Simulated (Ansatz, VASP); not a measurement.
# Mo (Mo(110)-(2x1) missing row) in two plane-wave programs

One calculation is typed for both programs; each brings its own data sets. How far apart do they land? Of the first pair: The structure shown is the start of the Ansatz relaxation below; VASP solves that cell, so the two are compared at the walk's first step.

Method: plane waves, with VASP 6.6.1 beside it; single point at PBE, in Ansatz 0.2.0.

## Step 1: Set-up

The cell holds 7 atoms: 7 Mo. Cell: a = 5.456 Å, b = 2.728 Å, c = 23.682 Å, α = 90.0°, β = 90.0°, γ = 70.5°. Vacuum lies along c.

## Step 2: Ansatz: relaxation, PBE

Ansatz runs on its default PAW (the set named soft_2) files.

The two programs are compared at the cell with which this relaxation starts, whose forces are those of its first step.

The input, input.yaml:

```yaml
crystal:
  lattice:
    - [5.4559600438, 0.0, 0.0]
    - [0.909326674, 2.5719642299, 0.0]
    - [0.0, 0.0, 23.6821590822]
  atoms:
    - { symbol: Mo, position: [0.0, 0.0, 0.3589199773] }
    - { symbol: Mo, position: [0.5, 0.0, 0.3589199773] }
    - { symbol: Mo, position: [0.25, 0.5, 0.4529733258] }
    - { symbol: Mo, position: [0.75, 0.5, 0.4529733258] }
    - { symbol: Mo, position: [0.0, 0.0, 0.5470266742] }
    - { symbol: Mo, position: [0.5, 0.0, 0.5470266742] }
    - { symbol: Mo, position: [0.25, 0.5, 0.6410800227] }
kpoints:
  mp_grid: { grid: [6, 11, 1] }
hamiltonian:
  xc: pbe
scf:
  occupations: { method: fermi_dirac, width: 0.1 }
  convergence: { dr2_threshold: 1.0e-08 }
efield:
  axis: 3
  dipole_correction: true
  ramp_position: 0.97
  ramp_width: 0.06
relax:
  f_tol: 0.015
  max_steps: 90
  constraints: [{ sites: [0, 1, 2, 3] }]
output:
  write_potential: true
  write_density: true
  volumetric_format: npy
```

On the command line:

```bash
$ ansatz run input.yaml --threads 2 --pin off --max-ram 3072MiB --backend cpu --events-out ev --progress --plain --runs-dir out
```

Numbers of over 12 decimals in the logs are rounded to 6 here.

The program printed:

```text
Engine: ansatz 0.2.0, aarch64-unknown-linux-gnu
Pseudopotentials: kind: paw
Pseudopotential: Mo, paw, valence charge 14, recommended cutoff 420 eV (normal), Mo.paw.azcp
Functional definition: PBE
  parameter kappa = 0.804
  parameter beta = 0.066725
  exchange = pbe_x(kappa = kappa, mu = beta*pi^2/3)
  correlation = pbe_c(beta = beta)
Crystal: 7 atoms, lattice volume = 332.321 Å³
Basis set: ecut = 420 eV, 6555 PW (Γ), exchange–correlation on 80×40×320 points (8 copies of the dense FFT grid, shifted against one another)
Bands: 59, of which v1, the nominal top of the filled ones, is band 49 counted from 1 (48 counted from 0)
Symmetry: 2 space group operations
Space group: P2 (ITA 3), of the structure as read, at distance tolerance 6.9e-5 Å
k-points: 34 of 66
Non-local potential: Mo, projectors of the file, l = 0: 3, l = 1: 2, l = 2: 2, l = 3: 1
PAW form: soft (Blöchl's): semilocal exchange-correlation on the pseudo side does not see the compensation charge
PAW one-centre angular grid: Mo, 590 points (default); XC on 64 Gauss nodes
Initial density: superposition of atomic densities (neutral atoms: chi_scale 0, normalization atom), corrected by the library's trained network
Initial wavefunctions: pseudopotential atomic-orbital guess
Functional: x = pbe(κ = 0.804, μ = 0.219515), c = pbe(β = 0.066725)
SCF iter   1: F=—  HF=-34685.957695 eV  |F-HF|=—  |Δ(HF+E_count)|=         —  Δρ=6.40e-3  dr2=1.71e0  ethr=1.77e-3  p=0.104 e·Å  D=5.64e-2 V/Å  ΔV_dip=-1.34 eV  dr2_dipole=9.15e-1  V_vac-E_F(+/−)=3.58/4.92 eV  ⟨swp⟩=8.6  Hψ=9687  notcnv=0
efield: sawtooth ramp at fractional position 0.9700 (set: `efield.ramp_position`, or a place that a band, a saddle search or an elastic batch's reference lends), width 0.0600; the density the first Hamiltonian is built on has a dipole p = 0.104 e·Å; the dipole correction subtracts the counter field D = 5.64e-2 V/Å, which shifts the + side's vacuum level by -1.34 eV against the − side's; the planar-averaged density in the ramp window peaks in size at 2.8e-5 e/Å³
preconditioner: auto → LDOS  [metal: Δε(μ)=0.011 eV  Ē_g=3.558 eV  σ=0.100 eV  W_gap=0.03  n_scr=46 (ndim 8)  ℏωp=13.2 eV  f_vac=0.571  D(μ)=6.89/eV (n_scr^D=36)  β→1.0]
SCF iter   2: F=—  HF=-34685.931415 eV  |F-HF|=—  |Δ(HF+E_count)|=   2.63e-2  Δρ=3.21e-3  dr2=1.02e-1  ethr=1.75e-3  p=0.077 e·Å  D=4.19e-2 V/Å  ΔV_dip=-0.99 eV  dr2_dipole=5.48e-3  V_vac-E_F(+/−)=3.71/4.70 eV  ⟨swp⟩=1.1  Hψ=2315  notcnv=0
SCF iter   3: F=—  HF=-34685.925268 eV  |F-HF|=—  |Δ(HF+E_count)|=   6.15e-3  Δρ=9.79e-4  dr2=1.66e-2  ethr=1.04e-4  p=0.077 e·Å  D=4.21e-2 V/Å  ΔV_dip=-1.00 eV  dr2_dipole=4.61e-3  V_vac-E_F(+/−)=3.69/4.69 eV  ⟨swp⟩=2.1  Hψ=2562  notcnv=0
SCF iter   4: F=—  HF=-34685.924558 eV  |F-HF|=—  |Δ(HF+E_count)|=   7.10e-4  Δρ=1.72e-4  dr2=3.31e-4  ethr=1.69e-5  p=0.075 e·Å  D=4.06e-2 V/Å  ΔV_dip=-0.96 eV  dr2_dipole=1.84e-4  V_vac-E_F(+/−)=3.71/4.67 eV  ⟨swp⟩=1.8  Hψ=2301  notcnv=0
SCF iter   5: F=—  HF=-34685.924555 eV  |F-HF|=—  |Δ(HF+E_count)|=   3.14e-6  Δρ=4.92e-5  dr2=3.27e-5  ethr=3.38e-7  p=0.073 e·Å  D=3.99e-2 V/Å  ΔV_dip=-0.95 eV  dr2_dipole=1.15e-5  V_vac-E_F(+/−)=3.72/4.66 eV  ⟨swp⟩=3.1  Hψ=3383  notcnv=0
SCF iter   6: F=—  HF=-34685.924475 eV  |F-HF|=—  |Δ(HF+E_count)|=   8.04e-5  Δρ=3.06e-5  dr2=1.05e-5  ethr=3.34e-8  p=0.072 e·Å  D=3.94e-2 V/Å  ΔV_dip=-0.93 eV  dr2_dipole=4.22e-7  V_vac-E_F(+/−)=3.73/4.66 eV  ⟨swp⟩=2.6  Hψ=3630  notcnv=0
SCF iter   7: F=—  HF=-34685.924475 eV  |F-HF|=—  |Δ(HF+E_count)|=   1.04e-7  Δρ=1.21e-5  dr2=1.49e-6  ethr=1.07e-8  p=0.072 e·Å  D=3.92e-2 V/Å  ΔV_dip=-0.93 eV  dr2_dipole=2.90e-8  V_vac-E_F(+/−)=3.73/4.66 eV  ⟨swp⟩=2.5  Hψ=3374  notcnv=0
SCF iter   8: F=—  HF=-34685.924668 eV  |F-HF|=—  |Δ(HF+E_count)|=   1.93e-4  Δρ=5.02e-6  dr2=2.75e-7  ethr=1.52e-9  p=0.072 e·Å  D=3.91e-2 V/Å  ΔV_dip=-0.93 eV  dr2_dipole=2.29e-9  V_vac-E_F(+/−)=3.73/4.65 eV  ⟨swp⟩=2.8  Hψ=3409  notcnv=0
SCF iter   9: F=—  HF=-34685.924668 eV  |F-HF|=—  |Δ(HF+E_count)|=   5.28e-8  Δρ=1.78e-6  dr2=4.14e-8  ethr=2.80e-10  p=0.072 e·Å  D=3.91e-2 V/Å  ΔV_dip=-0.92 eV  dr2_dipole=7.73e-9  V_vac-E_F(+/−)=3.73/4.65 eV  ⟨swp⟩=2.6  Hψ=3336  notcnv=0
SCF iter  10: F=-34685.924668 eV  HF=-34685.924668 eV  |F-HF|=5.72e-9  |Δ(HF+E_count)|=   1.84e-8  Δρ=5.49e-7  dr2=2.61e-9  ethr=1.02e-11  p=0.072 e·Å  D=3.90e-2 V/Å  ΔV_dip=-0.92 eV  dr2_dipole=2.72e-10  V_vac-E_F(+/−)=3.73/4.65 eV  ⟨swp⟩=10.5  Hψ=14614  notcnv=0
SCF 1 converged in 10 iterations: F = -34685.924668 eV  dr2 = 2.61e-9
  greatest PAW one-centre occupation: 0.998 electrons in one spin orbital (limit 2), on the Mo atom at site 6 (counted from 0), in its partial waves of l = 0
relax step   1: F+E_penalty+E_count = -34685.92466791 eV  Δ(F+E_penalty+E_count) = +0.000e0 eV  max|allowed force component| = 2.597e0 eV/Å  Δτ_max = 0.0000 Å  (10 SCF iters, accepted)
Initial density: handed on by an earlier stage of this run
[...]
preconditioner: auto → LDOS  [metal: Δε(μ)=0.018 eV  Ē_g=3.704 eV  σ=0.100 eV  W_gap=0.05  n_scr=46 (ndim 8)  ℏωp=13.2 eV  f_vac=0.581  D(μ)=6.33/eV (n_scr^D=34)  β→1.0]
SCF iter   2: F=—  HF=-34686.406701 eV  |F-HF|=—  |Δ(HF+E_count)|=   3.68e-5  Δρ=5.90e-5  dr2=2.25e-5  ethr=8.18e-8  p=0.071 e·Å  D=3.89e-2 V/Å  ΔV_dip=-0.92 eV  dr2_dipole=4.19e-8  V_vac-E_F(+/−)=3.69/4.61 eV  ⟨swp⟩=3.2  Hψ=4108  notcnv=0
SCF iter   3: F=—  HF=-34686.406692 eV  |F-HF|=—  |Δ(HF+E_count)|=   8.90e-6  Δρ=2.36e-5  dr2=5.40e-6  ethr=2.30e-8  p=0.072 e·Å  D=3.89e-2 V/Å  ΔV_dip=-0.92 eV  dr2_dipole=1.29e-8  V_vac-E_F(+/−)=3.68/4.61 eV  ⟨swp⟩=2.6  Hψ=3566  notcnv=0
SCF iter   4: F=—  HF=-34686.406884 eV  |F-HF|=—  |Δ(HF+E_count)|=   1.92e-4  Δρ=6.44e-6  dr2=2.37e-7  ethr=5.51e-9  p=0.071 e·Å  D=3.89e-2 V/Å  ΔV_dip=-0.92 eV  dr2_dipole=1.30e-8  V_vac-E_F(+/−)=3.69/4.61 eV  ⟨swp⟩=2.7  Hψ=3392  notcnv=0
SCF iter   5: F=—  HF=-34686.406884 eV  |F-HF|=—  |Δ(HF+E_count)|=   3.27e-9  Δρ=1.52e-6  dr2=1.17e-8  ethr=2.42e-10  p=0.071 e·Å  D=3.89e-2 V/Å  ΔV_dip=-0.92 eV  dr2_dipole=7.88e-11  V_vac-E_F(+/−)=3.69/4.61 eV  ⟨swp⟩=2.5  Hψ=3713  notcnv=0
SCF iter   6: F=-34686.406884 eV  HF=-34686.406884 eV  |F-HF|=4.44e-9  |Δ(HF+E_count)|=   2.13e-8  Δρ=5.35e-7  dr2=1.77e-9  ethr=1.02e-11  p=0.071 e·Å  D=3.89e-2 V/Å  ΔV_dip=-0.92 eV  dr2_dipole=8.67e-11  V_vac-E_F(+/−)=3.69/4.61 eV  ⟨swp⟩=10.2  Hψ=14426  notcnv=0
SCF 5 converged in 6 iterations: F = -34686.406884 eV  dr2 = 1.77e-9
relax step   5: F+E_penalty+E_count = -34686.40688401 eV  Δ(F+E_penalty+E_count) = -4.724e-5 eV  max|allowed force component| = 6.032e-3 eV/Å  Δτ_max = 0.0024 Å  (6 SCF iters, accepted)
NSCF: frozen V_eff on 34 k-points
the band table was solved once a step of the walk had ended and its energy, with any forces and stress, was formed, with the checks that follow a solve (8818 applications of the Hamiltonian). They found nothing against the state; the energy, forces and stress were not computed again (output.eigenvalues in the input reference)
WARN: The input density's exchange-correlation potential varies sharply where the density is thin. Do not read a vacuum level from v_tot or v_xc, or from such a field of the output density. On a cell that repeats whose density bears no net charge and no dipole along the vacuum's axis use v_es (v_loc + v_h of the components); under efield.dipole_correction with no amplitude use v_es + v_field, which holds any external [...]
SCF converged after 6 iterations
Free energy (F): -34686.406884 eV
Harris-Foulkes:  -34686.406884 eV  (|F-HF|=4.44e-9)
Internal energy: -34686.193852 eV  (E = F + TS)
E sigma→0 (E₀):  -34686.300368 eV
Entropy (-TS):   -0.213032 eV (-30.433 meV/atom)
Fermi energy:    4.224267 eV
Dipole field:    D = 0.038934 V/Å  (p = 0.071502 e·Å, saw-weighted, corrected)
Work function:   Φ+ = 3.6851 eV   Φ− = 4.6071 eV
Levels:          The Fermi level and band energies are counted from a zero that moves with the ramp; work functions are not
--- Per-component energies (eV) ---
  E_band       = -2012.788641
  E_kinetic    = 3078.022242
  E_local      = -115311.301180  (includes V_loc(G=0)·N_el)
  E_nonlocal   = 1005.882920
  E_hartree    = 55907.650419
  E_xc         = -1276.899894
  E_vxc        = -1592.766930  (∫ρ·V_xc dr)
  E_paw        = -22410.342592  (= ΣΔE_a)
  E_vpaw       = -1009.854767  (= ΣTr[D̂ρ^β])
  E_aug_tail   = 0.000298  (compensation charges beyond the density's cutoff)
  E_efield     = 0.001392  (sawtooth field / dipole correction)
  E_vefield    = 1.931657  (∫n·V_field dr)
  E_ewald      = 44320.792543
  E_smearing   = -0.213032  (= −TS)
  E_closure    = -0.000000  (closes the sum)
  Σ components = -34686.406884   (vs F -34686.406884, Δ=0.00e0)
--- Forces (eV/Å), atoms counted from 1 ---
  atom   1  Mo    -0.01424936     0.20874125     0.57685783
  atom   2  Mo     0.01424936    -0.20874125     0.57685783
  atom   3  Mo     0.00000000     0.00000000    -0.37697310
  atom   4  Mo    -0.00000000    -0.00000000    -0.77903497
  atom   5  Mo    -0.00296240    -0.00603227    -0.00120992
  atom   6  Mo     0.00296240     0.00603227    -0.00120992
  atom   7  Mo     0.00000000     0.00000000     0.00469712
  max |Σ_I F_I| component: 1.51e-5 eV/Å
--- Band table (eV; the first three rows and the last of 34) ---
  k-point 0: bands = [... 45 lower, 3.4536, 3.4858, 4.0819, 4.7003, 5.0537, 5.2474, 5.5078, 5.6689, ... 6 higher]
  k-point 1: bands = [... 45 lower, 3.1738, 3.2976, 4.0214, 4.2858, 4.5146, 4.8785, 5.1678, 5.3125, ... 6 higher]
  k-point 2: bands = [... 45 lower, 2.9480, 3.3253, 3.4285, 3.6696, 3.9974, 4.2772, 4.6174, 4.8766, ... 6 higher]
  k-point 33: bands = [... 45 lower, 3.5310, 3.5668, 3.6923, 3.7928, 4.4902, 4.5547, 5.0520, 5.2261, ... 6 higher]
--- Relaxed structure (5 steps of the walk, 5 accepted, 0 SCFs on fresh bases) ---
  F+E_penalty+E_count = -34686.40688401 eV   max|allowed force component| = 6.032e-3 eV/Å
  atoms:
    - { symbol: Mo, position: [0.0, 0.0, 0.3589199773] }
    - { symbol: Mo, position: [0.500000, 0.0, 0.3589199773] }
    - { symbol: Mo, position: [0.250000, 0.500000, 0.452973] }
    - { symbol: Mo, position: [0.75, 0.500000, 0.452973] }
    - { symbol: Mo, position: [-0.00263237, -0.011251, 0.548681] }
    - { symbol: Mo, position: [0.502632, 0.011251, 0.548681] }
    - { symbol: Mo, position: [0.250000, 0.500000, 0.629425] }
```

Reading the cycles: dr2 is the Hartree energy of the density residual (eV), the measure of convergence; HF is the Harris–Foulkes estimate of the energy, which meets the free energy F at convergence.

## Step 3: VASP: single point, PBE, start cell, pair 1

The same cell, functional, mesh and smearing now go to VASP, with its own data sets.

Lines of VASP's logs that name or quote its potential files are left out, and so is its time.

The input, INCAR:

```
SYSTEM = Mo
PREC = Accurate
ENCUT = 400
EDIFF = 1E-06
NELM = 120
ISMEAR = -1
SIGMA = 0.1
LREAL = .FALSE.
ALGO = Normal
GGA = PE
NBANDS = 60
LASPH = .TRUE.
LORBIT = 11
LWAVE = .FALSE.
LCHARG = .FALSE.
ISIF = 2
LDIPOL = .TRUE.
IDIPOL = 3
DIPOL = 0.5 0.5 0.479
LVHAR = .TRUE.
GGA_COMPAT = .FALSE.
NELMDL = -8
KPAR = 2
```

The input, POSCAR:

```
Mo
1.0
    5.4559600438      0.0000000000      0.0000000000
    0.9093266740      2.5719642299      0.0000000000
    0.0000000000      0.0000000000     23.6821590822
Mo
7
Direct
    1.0000000000      0.0000000000      0.3589199773
    0.4999999960      0.0000000000      0.3589199773
    0.2499999980      0.5000000000      0.4529733105
    0.7499999980      0.5000000000      0.4529733105
    1.0000000000      0.0000000000      0.5470266860
    0.4999999960      0.0000000000      0.5470266860
    0.2499999980      0.5000000000      0.6410800192
```

The input, KPOINTS:

```
Automatic mesh
0
Gamma
6 11 1
0 0 0
```

PAW data sets: Mo_sv (PBE family, release 64).

On the command line:

```bash
$ mpirun -np 2 vasp_std
```

The program printed:

```text
[banner, memory and clock lines left out]
running    2 mpi-ranks, on    1 nodes
 distrk:  each k-point on    1 cores,    2 groups
 distr:  one band on    1 cores,    1 groups

 POSCAR found type information on POSCAR Mo
 POSCAR found :  1 types and       7 ions
 LDA part: xc-table for (Slater+PW92), standard interpolation
 POSCAR, INCAR and KPOINTS ok, starting setup
 FFT: planning ... GRIDC
 FFT: planning ... GRID_SOFT
 FFT: planning ... GRID
 WAVECAR not read
 entering main loop
       N       E                     dE             d eps       ncg     rms          rms(c)
DAV:   1     0.810116510403E+03    0.81012E+03   -0.57677E+04  5912   0.121E+03
DAV:   2    -0.430492521577E+02   -0.85317E+03   -0.82863E+03  4652   0.393E+02
DAV:   3    -0.755402779886E+02   -0.32491E+02   -0.31089E+02  5412   0.612E+01
DAV:   4    -0.769043029137E+02   -0.13640E+01   -0.13313E+01  5424   0.923E+00
DAV:   5    -0.769660900382E+02   -0.61787E-01   -0.61297E-01  5560   0.159E+00
DAV:   6    -0.769686499109E+02   -0.25599E-02   -0.25472E-02  5544   0.285E-01
DAV:   7    -0.769688079501E+02   -0.15804E-03   -0.15749E-03  4984   0.569E-02
DAV:   8    -0.769688192062E+02   -0.11256E-04   -0.11222E-04  4472   0.128E-02    0.321E+01
DAV:   9    -0.976750444913E+02   -0.20706E+02   -0.15410E+02  5856   0.360E+01    0.329E+01
DAV:  10    -0.125908235833E+03   -0.28233E+02   -0.60748E+02  6112   0.517E+01    0.414E+01
DAV:  11    -0.782203449035E+02    0.47688E+02   -0.20607E+02  5824   0.397E+01    0.213E+01
DAV:  12    -0.710067458359E+02    0.72136E+01   -0.12043E+02  6032   0.239E+01    0.103E+01
DAV:  13    -0.706850225839E+02    0.32172E+00   -0.15748E+01  5520   0.974E+00    0.761E+00
DAV:  14    -0.706463924611E+02    0.38630E-01   -0.91950E-01  5416   0.363E+00    0.696E+00
[...]
DAV:  27    -0.703660659107E+02   -0.56623E-04   -0.66382E-06  3484   0.737E-03    0.708E-03
DAV:  28    -0.703660847914E+02   -0.18881E-04   -0.35780E-06  3316   0.763E-03    0.265E-03
DAV:  29    -0.703660971359E+02   -0.12344E-04   -0.24796E-06  3180   0.416E-03    0.350E-03
DAV:  30    -0.703661019102E+02   -0.47744E-05   -0.41685E-07  2760   0.232E-03    0.137E-03
DAV:  31    -0.703661077863E+02   -0.58760E-05   -0.30346E-07  2576   0.176E-03    0.141E-03
DAV:  32    -0.703661134870E+02   -0.57007E-05   -0.27329E-07  2652   0.176E-03    0.118E-03
DAV:  33    -0.703661154843E+02   -0.19973E-05   -0.82745E-08  2484   0.104E-03    0.727E-04
DAV:  34    -0.703661164058E+02   -0.92156E-06   -0.53297E-08  2476   0.822E-04
   1 F= -.70366116E+02 E0= -.70250346E+02  d E =-.231541E+00
```

Parts of OUTCAR (step 3):

```text
ion  position               nearest neighbor table
   1  0.000  0.000  0.359-   3 2.73   4 2.73   2 2.73   2 2.73   3 3.15   4 3.15   2 3.15   2 3.15

  LATTYP: Found a simple monoclinic cell.
 ALAT       =     2.7279800219
 B/A-ratio  =     8.6812069341
 C/A-ratio  =     1.9148542155
 COS(beta)  =    -0.1740776559

 Subroutine GETGRP returns: Found  2 space group operations
 (whereof  1 operations were pure point group operations)

The static configuration has the point symmetry C_1 .
 The point group associated with its full space group is C_2 .

 Found     34 irreducible k-points:

   k-points           NKPTS =     34   k-points in BZ     NKDIM =     34   number of bands    NBANDS=     60

   dimension x,y,z NGX =    36 NGY =   18 NGZ =  160
   dimension x,y,z NGXF=    72 NGYF=   36 NGZF=  320

   ENCUT  =  400.0 eV  29.40 Ry    5.42 a.u.   8.90  4.45 38.62*2*pi/ulx,y,z

   NELECT =      98.0000    total number of electrons

 k-points in reciprocal lattice and weights: Automatic mesh
   0.00000000  0.00000000  0.00000000       0.015
   0.16666667 -0.00000000  0.00000000       0.030
   0.33333333 -0.00000000  0.00000000       0.030
   0.50000000 -0.00000000  0.00000000       0.015
   0.00000000  0.09090909  0.00000000       0.030
   0.16666667  0.09090909  0.00000000       0.030
   0.33333333  0.09090909  0.00000000       0.030
   0.50000000  0.09090909  0.00000000       0.030
  -0.33333333  0.09090909  0.00000000       0.030
[...]
-0.33333333  0.45454545  0.00000000       0.030
  -0.16666667  0.45454545  0.00000000       0.030

 dipolmoment           0.000000      0.000000     -0.071576 electrons x Angstroem

 average (electrostatic) potential at core
       1 -80.2799       2 -80.2799       3 -80.4056       4 -80.4480       5 -80.3691
       6 -80.3691       7 -80.1994

 E-fermi :   1.3857

 k-point     1 :       0.0000    0.0000    0.0000
  band No.  band energies     occupation
    ...
     44       0.0035      2.00000
     45       0.3763      1.99992
     46       0.5457      1.99955
     47       0.7036      1.99782
     48       1.0969      1.89450
     49       1.7787      0.03852
     50       2.0886      0.00177
     51       2.5614      0.00002
     52       2.6584      0.00001
     53       2.7618      0.00000
    ...

 k-point     2 :       0.1667   -0.0000    0.0000
  band No.  band energies     occupation
    ...
     45       0.1678      1.99999
     46       0.4279      1.99986
     47       0.6329      1.99893
     48       1.1416      1.83978
     49       1.4916      0.51508
     50       1.8262      0.02414
     51       2.3898      0.00009
     52       2.5205      0.00002
     53       2.5933      0.00001
     54       2.6310      0.00001
    ...

 k-point     3 :       0.3333   -0.0000    0.0000
  band No.  band energies     occupation
    ...
     46       0.3077      1.99996
     47       0.4702      1.99979
     48       0.8559      1.99005
     49       1.0877      1.90336
     50       1.2694      1.52388
     51       1.9498      0.00707
     52       2.2698      0.00029
     53       2.4220      0.00006
     54       2.4971      0.00003
     55       2.6176      0.00001
    ...

  Total       -6.7452152     -9.4483681     -8.5812440     -0.7039692      0.0000000      0.0000000
  in kB      -32.5198845    -45.5522663    -41.3717065     -3.3939612      0.0000000      0.0000000
  external PRESSURE =     -39.8146191 kB  Pullay stress =       0.0000000 kB

  energy-cutoff  :      400.00
  volume of cell :      332.32
      direct lattice vectors                 reciprocal lattice vectors
     5.455960044  0.000000000  0.000000000     0.183285800 -0.064801316  0.000000000
     0.909326674  2.571964230  0.000000000     0.000000000  0.388807896  0.000000000
     0.000000000  0.000000000 23.682159082     0.000000000  0.000000000  0.042225880

 POSITION                                       TOTAL-FORCE (eV/Angst)
 -----------------------------------------------------------------------------------
      0.00000      0.00000      8.50000        -0.027812      0.166413      0.544403
      2.72798      0.00000      8.50000         0.027812     -0.166413      0.544403
      1.81865      1.28598     10.72739        -0.000000      0.000000     -0.422026
      4.54663      1.28598     10.72739        -0.000000      0.000000     -0.800725
      0.00000      0.00000     12.95477         0.004066     -0.149454      1.355872
      2.72798      0.00000     12.95477        -0.004066      0.149454      1.355872
      1.81865      1.28598     15.18216        -0.000000      0.000000     -2.577799
 -----------------------------------------------------------------------------------
    total drift:                               -0.000000      0.000000     -0.000330

  FREE ENERGIE OF THE ION-ELECTRON SYSTEM (eV)
  ---------------------------------------------------
  free  energy   TOTEN  =       -70.3661164058 eV

  energy  without entropy=      -70.1345752084  energy(sigma->0) =      -70.25034581

 vacuum level on the upper side and lower side of the slab         5.115         6.037

 total charge
# of ion       s       p       d       tot
------------------------------------------
    1        2.371   6.129   3.882  12.383
    2        2.371   6.129   3.882  12.383
    3        2.376   6.206   3.913  12.496
    4        2.379   6.199   3.913  12.491
    5        2.373   6.174   3.868  12.416
    6        2.373   6.174   3.868  12.416
    7        2.357   6.037   3.914  12.308
--------------------------------------------------
tot         16.601  43.050  27.241  86.891

[... 3 further parts left out ...]
```

[end of part 1 of 2]

[Lines on the potential files, build, host, timing and source positions are cut from VASP's logs without a mark.]

[Logs are printed without paths, hosts, clocks, repeated set-up lines and the standing remarks that a program may print on its own settings, such as how far it seeks lower states.]

[Hosts, paths, dates, database ids (printed as entryN), source tags and the programs' standing remarks are cut or masked in the printed files.]
